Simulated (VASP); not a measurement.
OSZICAR of a VASP run on Al35GaN36:

OSZICAR:
```
       N       E                     dE             d eps       ncg     rms          rms(c)
DAV:   1     0.181737311296E+04    0.18174E+04   -0.13259E+05   736   0.123E+03
DAV:   2    -0.416439060171E+03   -0.22338E+04   -0.21293E+04   962   0.295E+02
DAV:   3    -0.602581191882E+03   -0.18614E+03   -0.18468E+03   848   0.907E+01
DAV:   4    -0.606524873742E+03   -0.39437E+01   -0.39227E+01   856   0.146E+01
DAV:   5    -0.606612766496E+03   -0.87893E-01   -0.87762E-01   856   0.210E+00    0.519E+01
RMM:   6    -0.517294046179E+03    0.89319E+02   -0.36297E+02   728   0.335E+01    0.181E+01
RMM:   7    -0.519615338734E+03   -0.23213E+01   -0.44457E+01   728   0.138E+01    0.128E+01
RMM:   8    -0.519398942420E+03    0.21640E+00   -0.28702E+00   728   0.437E+00    0.173E+00
RMM:   9    -0.519429238331E+03   -0.30296E-01   -0.47828E-01   734   0.151E+00    0.129E+00
RMM:  10    -0.519431146404E+03   -0.19081E-02   -0.11867E-01   752   0.666E-01    0.873E-01
RMM:  11    -0.519435124389E+03   -0.39780E-02   -0.29434E-02   742   0.316E-01    0.488E-01
RMM:  12    -0.519440401092E+03   -0.52767E-02   -0.81747E-03   728   0.230E-01    0.208E-01
RMM:  13    -0.519439513185E+03    0.88791E-03   -0.41214E-03   729   0.118E-01    0.639E-02
RMM:  14    -0.519439649860E+03   -0.13668E-03   -0.31321E-03   729   0.102E-01    0.660E-02
RMM:  15    -0.519439594613E+03    0.55247E-04   -0.23203E-04   728   0.386E-02    0.402E-02
RMM:  16    -0.519439572503E+03    0.22111E-04   -0.34888E-04   726   0.356E-02    0.967E-03
RMM:  17    -0.519439572113E+03    0.38918E-06   -0.21925E-05   460   0.131E-02
   1 F= -.51943957E+03 E0= -.51943957E+03  d E =-.519440E+03  mag=     1.0000
       N       E                     dE             d eps       ncg     rms          rms(c)
DAV:   1    -0.519717427754E+03   -0.27786E+00   -0.22088E+02   768   0.366E+01    0.395E+00
RMM:   2    -0.519969041872E+03   -0.25161E+00   -0.46362E+00   729   0.475E+00    0.154E+00
RMM:   3    -0.519938745138E+03    0.30297E-01   -0.52528E-01   729   0.167E+00    0.126E+00
RMM:   4    -0.519920882503E+03    0.17863E-01   -0.13945E-01   730   0.781E-01    0.510E-01
RMM:   5    -0.519921570764E+03   -0.68826E-03   -0.26272E-02   765   0.342E-01    0.212E-01
RMM:   6    -0.519921852403E+03   -0.28164E-03   -0.50338E-03   782   0.147E-01    0.105E-01
RMM:   7    -0.519921919684E+03   -0.67281E-04   -0.81197E-04   785   0.604E-02    0.565E-02
RMM:   8    -0.519921916065E+03    0.36187E-05   -0.23845E-04   729   0.333E-02    0.246E-02
RMM:   9    -0.519921919937E+03   -0.38720E-05   -0.46956E-05   553   0.163E-02
   2 F= -.51992192E+03 E0= -.51992192E+03  d E =-.482348E+00  mag=     1.0000
       N       E                     dE             d eps       ncg     rms          rms(c)
DAV:   1    -0.520016345091E+03   -0.94429E-01   -0.21783E+01   768   0.114E+01    0.887E-01
RMM:   2    -0.520035799727E+03   -0.19455E-01   -0.38263E-01   729   0.132E+00    0.444E-01
RMM:   3    -0.520032326842E+03    0.34729E-02   -0.44472E-02   729   0.464E-01    0.287E-01
RMM:   4    -0.520031086434E+03    0.12404E-02   -0.13622E-02   729   0.235E-01    0.112E-01
RMM:   5    -0.520031250240E+03   -0.16381E-03   -0.20386E-03   781   0.925E-02    0.680E-02
RMM:   6    -0.520031267584E+03   -0.17344E-04   -0.33575E-04   766   0.387E-02    0.311E-02
RMM:   7    -0.520031273354E+03   -0.57693E-05   -0.66489E-05   655   0.179E-02
   3 F= -.52003127E+03 E0= -.52003127E+03  d E =-.591701E+00  mag=     1.0000
       N       E                     dE             d eps       ncg     rms          rms(c)
DAV:   1    -0.520086507405E+03   -0.55240E-01   -0.13159E+01   752   0.915E+00    0.680E-01
RMM:   2    -0.520100276769E+03   -0.13769E-01   -0.26525E-01   729   0.116E+00    0.409E-01
RMM:   3    -0.520097345104E+03    0.29317E-02   -0.31724E-02   729   0.405E-01    0.252E-01
RMM:   4    -0.520096268333E+03    0.10768E-02   -0.13137E-02   729   0.226E-01    0.899E-02
RMM:   5    -0.520096395352E+03   -0.12702E-03   -0.19645E-03   772   0.884E-02    0.649E-02
RMM:   6    -0.520096416011E+03   -0.20660E-04   -0.34294E-04   758   0.388E-02    0.341E-02
RMM:   7    -0.520096417305E+03   -0.12940E-05   -0.67106E-05   661   0.183E-02
   4 F= -.52009642E+03 E0= -.52009642E+03  d E =-.651440E-01  mag=     1.0000
       N       E                     dE             d eps       ncg     rms          rms(c)
DAV:   1    -0.520097911050E+03   -0.14950E-02   -0.24539E-01   856   0.125E+00    0.923E-02
RMM:   2    -0.520098166316E+03   -0.25527E-03   -0.49600E-03   728   0.160E-01    0.577E-02
RMM:   3    -0.520098105989E+03    0.60327E-04   -0.58025E-04   729   0.548E-02    0.352E-02
RMM:   4    -0.520098084788E+03    0.21201E-04   -0.26765E-04   729   0.318E-02    0.111E-02
RMM:   5    -0.520098086672E+03   -0.18837E-05   -0.37282E-05   510   0.123E-02
   5 F= -.52009809E+03 E0= -.52009809E+03  d E =-.668133E-01  mag=     1.0000
       N       E                     dE             d eps       ncg     rms          rms(c)
DAV:   1    -0.520107819242E+03   -0.97345E-02   -0.31168E+00   752   0.450E+00    0.286E-01
RMM:   2    -0.520110529496E+03   -0.27103E-02   -0.48911E-02   728   0.493E-01    0.151E-01
RMM:   3    -0.520110097473E+03    0.43202E-03   -0.55262E-03   729   0.172E-01    0.886E-02
RMM:   4    -0.520109947710E+03    0.14976E-03   -0.17842E-03   729   0.863E-02    0.294E-02
RMM:   5    -0.520109970187E+03   -0.22477E-04   -0.25650E-04   779   0.333E-02    0.216E-02
RMM:   6    -0.520109972133E+03   -0.19456E-05   -0.38196E-05   515   0.138E-02
   6 F= -.52010997E+03 E0= -.52010997E+03  d E =-.118855E-01  mag=     1.0000
       N       E                     dE             d eps       ncg     rms          rms(c)
DAV:   1    -0.520110207997E+03   -0.23781E-03   -0.12115E-01   840   0.887E-01    0.565E-02
RMM:   2    -0.520110313408E+03   -0.10541E-03   -0.19076E-03   729   0.970E-02    0.297E-02
RMM:   3    -0.520110297274E+03    0.16134E-04   -0.22136E-04   729   0.344E-02    0.174E-02
RMM:   4    -0.520110292060E+03    0.52143E-05   -0.70266E-05   673   0.172E-02
   7 F= -.52011029E+03 E0= -.52011029E+03  d E =-.122054E-01  mag=     1.0000
       N       E                     dE             d eps       ncg     rms          rms(c)
DAV:   1    -0.520113075051E+03   -0.27778E-02   -0.63944E-01   746   0.207E+00    0.131E-01
RMM:   2    -0.520113769427E+03   -0.69438E-03   -0.11107E-02   728   0.242E-01    0.751E-02
RMM:   3    -0.520113727858E+03    0.41569E-04   -0.13451E-03   736   0.848E-02    0.495E-02
RMM:   4    -0.520113681022E+03    0.46835E-04   -0.47524E-04   729   0.453E-02    0.161E-02
RMM:   5    -0.520113687177E+03   -0.61549E-05   -0.79756E-05   628   0.181E-02
   8 F= -.52011369E+03 E0= -.52011369E+03  d E =-.339512E-02  mag=     1.0000
       N       E                     dE             d eps       ncg     rms          rms(c)
DAV:   1    -0.520113763529E+03   -0.82506E-04   -0.28291E-02   856   0.435E-01    0.282E-02
RMM:   2    -0.520113798575E+03   -0.35046E-04   -0.52024E-04   728   0.526E-02    0.175E-02
RMM:   3    -0.520113797345E+03    0.12300E-05   -0.64929E-05   630   0.187E-02    0.120E-02
RMM:   4    -0.520113795264E+03    0.20805E-05   -0.21949E-05   455   0.100E-02
   9 F= -.52011380E+03 E0= -.52011380E+03  d E =-.350320E-02  mag=     1.0000
       N       E                     dE             d eps       ncg     rms          rms(c)
DAV:   1    -0.520115175011E+03   -0.13777E-02   -0.26717E-01   752   0.134E+00    0.840E-02
RMM:   2    -0.520115440259E+03   -0.26525E-03   -0.41587E-03   728   0.150E-01    0.451E-02
RMM:   3    -0.520115439304E+03    0.95555E-06   -0.55349E-04   738   0.545E-02    0.295E-02
RMM:   4    -0.520115428239E+03    0.11065E-04   -0.15422E-04   729   0.266E-02    0.102E-02
RMM:   5    -0.520115430934E+03   -0.26947E-05   -0.29499E-05   504   0.112E-02
  10 F= -.52011543E+03 E0= -.52011543E+03  d E =-.163567E-02  mag=     1.0000
       N       E                     dE             d eps       ncg     rms          rms(c)
DAV:   1    -0.520115540769E+03   -0.11253E-03   -0.52861E-02   792   0.595E-01    0.375E-02
RMM:   2    -0.520115596910E+03   -0.56142E-04   -0.85193E-04   729   0.680E-02    0.207E-02
RMM:   3    -0.520115597219E+03   -0.30899E-06   -0.11262E-04   703   0.247E-02    0.139E-02
RMM:   4    -0.520115595012E+03    0.22074E-05   -0.31761E-05   514   0.121E-02
  11 F= -.52011560E+03 E0= -.52011560E+03  d E =-.179975E-02  mag=     1.0000
       N       E                     dE             d eps       ncg     rms          rms(c)
DAV:   1    -0.520116035142E+03   -0.43792E-03   -0.19033E-01   746   0.112E+00    0.695E-02
RMM:   2    -0.520116234450E+03   -0.19931E-03   -0.29662E-03   728   0.122E-01    0.365E-02
RMM:   3    -0.520116230593E+03    0.38571E-05   -0.37150E-04   736   0.440E-02    0.234E-02
RMM:   4    -0.520116221461E+03    0.91317E-05   -0.10540E-04   708   0.219E-02    0.782E-03
RMM:   5    -0.520116222942E+03   -0.14812E-05   -0.16224E-05   452   0.878E-03
  12 F= -.52011622E+03 E0= -.52011622E+03  d E =-.627930E-03  mag=     1.0000
```

Which electronic solver shows in the log?

It is blocked Davidson (ALGO = Normal, or the opening steps of other solvers) and then RMM-DIIS (ALGO = Fast or VeryFast). The INCAR had ALGO = Fast.

How was spin treated?

Collinear spin (ISPIN = 2): the summary line carries one mag value, 1.00 μB in the cell.

Can the final energy be trusted as converged?

The calculation finished and met its thresholds. It stopped with EDIFF = 1E-5, NELM = 100, NSW = 60 and EDIFFG = -0.03 after 12 ionic steps (PBE GGA, plane waves, VASP's PBE PAW potentials (set 64)).  The cell is charged, with a uniform compensating background. The supercell is sampled at Γ alone, which is coarse: total energies, pressure and levels can be off, energies of defects by several tenths of an eV.

The cell is a supercell with a defect, built from AlN (wurtzite): Ga_Al, charge -1. The total moment is imposed (NUPDOWN), so this need not be the lowest spin state.
